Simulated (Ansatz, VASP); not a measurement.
One calculation of Ta3BeH, two programs

INCAR

```
PREC = Accurate
ENCUT = 600
EDIFF = 1E-6
ISMEAR = 0
SIGMA = 0.1
LREAL = F
LASPH = T
NELM = 60
ALGO = Fast
ISIF = 3
LWAVE = F
LCHARG = F
GGA = PE
IBRION = 2
NSW = 90
EDIFFG = -0.04
```

The input KPOINTS:

```
Automatic mesh
0
Gamma
  4 4 4
```

File POSCAR:

```
Ta3BeH
1.0
    3.7670011200      0.0000000000      0.0000000000
    0.0000000000      3.7670011200      0.0000000000
    0.0000000000      0.0000000000      3.7670011200
Ta Be H
3 1 1
Direct
    0.5000000000      0.5000000000      0.0000000000
    0.5000000000      0.0000000000      0.5000000000
    0.0000000000      0.5000000000      0.5000000000
    0.5000000000      0.5000000000      0.5000000000
    0.0000000000      0.0000000000      0.0000000000
```

Input for Ansatz:

```yaml
crystal:
  lattice:
    - [3.76700112, 0.0, 0.0]
    - [0.0, 3.76700112, 0.0]
    - [0.0, 0.0, 3.76700112]
  atoms:
    - { symbol: Ta, position: [0.5, 0.5, 0.0] }
    - { symbol: Ta, position: [0.5, 0.0, 0.5] }
    - { symbol: Ta, position: [0.0, 0.5, 0.5] }
    - { symbol: Be, position: [0.5, 0.5, 0.5] }
    - { symbol: H, position: [0.0, 0.0, 0.0] }
basis:
  ecutwfc: 420
kpoints:
  mp_grid: { grid: [4, 4, 4] }
hamiltonian:
  xc: pbe
scf:
  occupations: { method: gaussian, width: 0.1 }
  lower_state_search: "off"
output:
  forces: true
  stress: true
  eigenvalues: true
relax:
  adjacent_minimum: "off"
  f_tol: 0.04
  max_steps: 70
  cell: { stress_tol: 0.4 }
```

Change from the starting cell: species swapped into the BaTiO3 type (Pm-3m, No. 221).

Alike in both runs: task relaxation of cell and atoms; functional PBE; k mesh 4 × 4 × 4; occupations gaussian, width 0.1 eV; no spin polarisation.

|  | VASP | Ansatz |
| --- | --- | --- |
| version | VASP 6.6.1 | Ansatz 0.2.0 |
| potentials or method | VASP PAW PBE potentials, release 64 (Ta_pv, Be, H) | scalar-relativistic, plane waves, PAW |
| plane-wave cutoff (eV) | 600 | 420 |
| valence electrons in the cell | 36 | 42 |

VASP gave:

```
gap on the k mesh at the Fermi level, each at its own relaxed structure (eV) : none
relaxed volume (Å³/atom)                                                     : 16.71
relaxed cell length with the largest relative difference (Å)                 : 4.372
energy change over the relaxation (meV/atom)                                 : -1651
```

What did Ansatz give for the same quantities?

gap on the k mesh at the Fermi level, each at its own relaxed structure (eV): none; relaxed volume (Å³/atom): 16.69; relaxed cell length with the largest relative difference (Å): 4.370; energy change over the relaxation (meV/atom): -1633.

A gap of «none» marks a metal or a gap that the smearing closes. The two sets of potentials don't hold the same shells in valence.

Caveats: the k mesh is coarse (spacing up to 0.42 Å⁻¹), so the values aren't converged; the volume moved by over 15 % at a fixed basis, so the end points are rough. The runs have no spin-orbit coupling, so splittings on Ta are missing.
